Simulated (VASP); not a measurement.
Here is the system:

```xyz
2
Lattice="0.0000 2.2575 2.2575 2.2575 0.0000 2.2575 2.2575 2.2575 0.0000" Properties=species:S:1:pos:R:3 pbc="T T T"
H      0.0000     0.0000     0.0000
Cl     2.2575     2.2575     2.2575
```

These are r2SCAN meta-GGA, VASP's PBE PAW potentials (set 64) (plane waves; VASP 6.6.1) values and carry that method's errors. Run with 400 eV cut-off, 16×16×16 Γ-centred mesh, tetrahedra with Blöchl corrections, potentials H Cl.

Question: Give the energies of bands 2 to 5 at the high-symmetry points, in eV from the Fermi level.

Answer: 
| band | Γ | X | U | L | W |
|---|---|---|---|---|---|
| 2 | 0.08 | -4.62 | -4.58 | -6.70 | -4.06 |
| 3 | 0.08 | -1.76 | -3.99 | -0.43 | -3.44 |
| 4 | 0.08 | -1.76 | -1.34 | -0.43 | -3.44 |
| 5 | 1.18 | -1.08 | 1.57 | 4.69 | 2.52 |

It has no gap at this level: it comes out as a metal or semimetal.

The structure comes from a measured HCl entry (Fm-3m) of the Crystallography Open Database, whose conditions weren't checked. It was relaxed first, which changed the volume by -44 %.
